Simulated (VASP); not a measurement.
All values below come from LDA (Ceperley-Alder, Perdew-Zunger), VASP's LDA PAW potentials (set 64) (plane waves; VASP 6.6.1).

Input for VASP

POSCAR:
```
W
1
   -1.5711479148     1.5711479148     1.5711479148
    1.5711479148    -1.5711479148     1.5711479148
    1.5711479148     1.5711479148    -1.5711479148
W
1
Direct
  1.0000000000   1.0000000000   1.0000000000
```

### KPOINTS
```
K-points
0
gamma
 18 18 18
```

### INCAR
```
! general
SYSTEM =W
PREC   =Accurate
ENCUT  =400
LREAL  =F
LASPH  =T

! electronic loop
EDIFF  =1E-7
NELM   =100
ALGO   =Normal
LMAXMIX=6

! smearing
ISMEAR =-5

! ions
ISIF   =2

! output
LWAVE  =F
LCHARG =T
LORBIT =11
NEDOS  =601
```

POTCAR, in this order: W_sv (LDA.64 set). Program: vasp_std.

The resulting files:

**OUTCAR**
```
 ion  position               nearest neighbor table
   1  0.000  0.000  0.000-
  LATTYP: Found a body centered cubic cell.
 ALAT       =     3.1422958296
 Subroutine PRICEL returns:
 Original cell was already a primitive cell.
 Subroutine GETGRP returns: Found 48 space group operations
The static configuration has the point symmetry O_h .
The dynamic configuration has the point symmetry O_h .
 Subroutine INISYM returns: Found 48 space group operations
 Subroutine IBZKPT returns following result:
 Found    195 irreducible k-points:

 Following reciprocal coordinates:
            Coordinates               Weight
  0.000000  0.000000  0.000000      1.000000
  0.055556  0.000000  0.000000     12.000000
  0.111111  0.000000  0.000000     12.000000
  0.166667  0.000000  0.000000     12.000000
  0.222222  0.000000  0.000000     12.000000
  0.277778  0.000000  0.000000     12.000000
  0.333333  0.000000  0.000000     12.000000
  0.388889  0.000000  0.000000     12.000000
  0.444444  0.000000  0.000000     12.000000
  0.500000  0.000000  0.000000      6.000000
...
```

### OSZICAR
```
       N       E                     dE             d eps       ncg     rms          rms(c)
DAV:   1     0.642327624284E+02    0.64233E+02   -0.68792E+03  4328   0.123E+03
DAV:   2    -0.134981968635E+02   -0.77731E+02   -0.75364E+02  4613   0.298E+02
DAV:   3    -0.147664141448E+02   -0.12682E+01   -0.12578E+01  4823   0.387E+01
DAV:   4    -0.147724623765E+02   -0.60482E-02   -0.60493E-02  4676   0.292E+00
DAV:   5    -0.147725102302E+02   -0.47854E-04   -0.47863E-04  4826   0.258E-01    0.219E+01
DAV:   6    -0.142482866603E+02    0.52422E+00   -0.58026E-01  4584   0.983E+00    0.877E+00
DAV:   7    -0.141105451623E+02    0.13774E+00   -0.28907E-01  4728   0.644E+00    0.523E-01
DAV:   8    -0.141049531440E+02    0.55920E-02   -0.41366E-03  4404   0.998E-01    0.721E-02
DAV:   9    -0.141049531933E+02   -0.49238E-07   -0.74405E-05  4958   0.105E-01    0.497E-02
DAV:  10    -0.141049630770E+02   -0.98837E-05   -0.79369E-06  4640   0.397E-02    0.924E-03
DAV:  11    -0.141049645125E+02   -0.14354E-05   -0.16520E-07  3916   0.467E-03    0.495E-04
DAV:  12    -0.141049643551E+02    0.15735E-06   -0.57528E-09  2322   0.944E-04    0.201E-04
DAV:  13    -0.141049643716E+02   -0.16509E-07   -0.88483E-10  2241   0.391E-04
   1 F= -.14104964E+02 E0= -.14104964E+02  d E =0.000000E+00
```

**OUTCAR**
```
------------------------ aborting loop because EDIFF is reached ----------------------------------------
  FORCE on cell =-STRESS in cart. coord.  units (eV):
  Direction    XX          YY          ZZ          XY          YZ          ZX
  --------------------------------------------------------------------------------------
  Total       -0.0040407     -0.0040407     -0.0040407      0.0000000     -0.0000000      0.0000000
  in kB       -0.4173029     -0.4173029     -0.4173029      0.0000000     -0.0000000      0.0000000
  external PRESSURE =      -0.4173029 kB  Pullay stress =       0.0000000 kB
  volume of cell :       15.51
      direct lattice vectors                 reciprocal lattice vectors
    -1.571147915  1.571147915  1.571147915     0.000000000  0.318238656  0.318238656
     1.571147915 -1.571147915  1.571147915     0.318238656  0.000000000  0.318238656
     1.571147915  1.571147915 -1.571147915     0.318238656  0.318238656  0.000000000
 POSITION                                       TOTAL-FORCE (eV/Angst)
 -----------------------------------------------------------------------------------
      0.00000      0.00000      0.00000        -0.000000      0.000000      0.000000
 -----------------------------------------------------------------------------------
    total drift:                                0.000000     -0.000000     -0.000000
  FREE ENERGIE OF THE ION-ELECTRON SYSTEM (eV)
  ---------------------------------------------------
  free  energy   TOTEN  =       -14.1049643716 eV

  energy  without entropy=      -14.1049643716  energy(sigma->0) =      -14.10496437

 total charge

# of ion       s       p       d       tot
------------------------------------------
    1        2.411   6.350   3.415  12.176
```
(Selected blocks of OUTCAR.)

For a metal the tetrahedron method with Blöchl corrections gives inexact stress and forces.

The compound is W in the bcc structure. It was relaxed first.
